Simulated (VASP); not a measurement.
The input files of a VASP run:

File KPOINTS:
```
Automatic mesh
0
gamma
 14 14 14
```

POSCAR:
```
Li
1
   -1.6618458225     1.7132431160     1.6618458225
    1.6618458225    -1.7132431160     1.6618458225
    1.6618458225     1.7132431160    -1.6618458225
Li
1
Direct
  0.0000000000   0.0000000000   0.0000000000
```

INCAR:
```
# general
SYSTEM  =  Li
PREC    =  Accurate
ENCUT   =  600
LREAL   =  .False.
LASPH   =  .True.

# electronic loop
EDIFF   =  1E-7
NELM    =  100
ALGO    =  Normal

# smearing
ISMEAR  =  1
SIGMA   =  0.1

# functional
GGA     =  PS

# ions
ISIF    =  2

# output
LWAVE   =  .False.
LCHARG  =  .False.
```

POTCAR, in this order: Li_sv (PBE.64 set). Program: vasp_std.

### Question
Write an equivalent input for Quantum ESPRESSO's pw.x.

### Answer
One equivalent input (not run):
```
&CONTROL
  calculation = 'scf'
  pseudo_dir = './pseudo'
  outdir = './out'
  tprnfor = .true.
  tstress = .true.
/
&SYSTEM
  ibrav = 0
  nat = 1
  ntyp = 1
  ecutwfc = 74
  occupations = 'smearing'
  smearing = 'methfessel-paxton'
  degauss = 0.00735
  input_dft = 'pbesol'
/
&ELECTRONS
  conv_thr = 7.3e-09
  electron_maxstep = 100
/
ATOMIC_SPECIES
  Li 6.940 Li.upf
CELL_PARAMETERS angstrom
    -1.6618458    1.7132431    1.6618458
     1.6618458   -1.7132431    1.6618458
     1.6618458    1.7132431   -1.6618458
ATOMIC_POSITIONS crystal
  Li   0.0000000  0.0000000  0.0000000
K_POINTS automatic
  14 14 14 0 0 0
```
Limits of the translation: the potentials are each code's own (VASP's PAW set, PseudoDojo norm-conserving files in pw.x), so ENCUT and ecutwfc are chosen apart and not converted; conv_thr bounds pw.x's estimated SCF error, while EDIFF bounds the energy change between steps.

The compound is Li in the bcc structure. This cell was strained or had an atom moved on purpose.
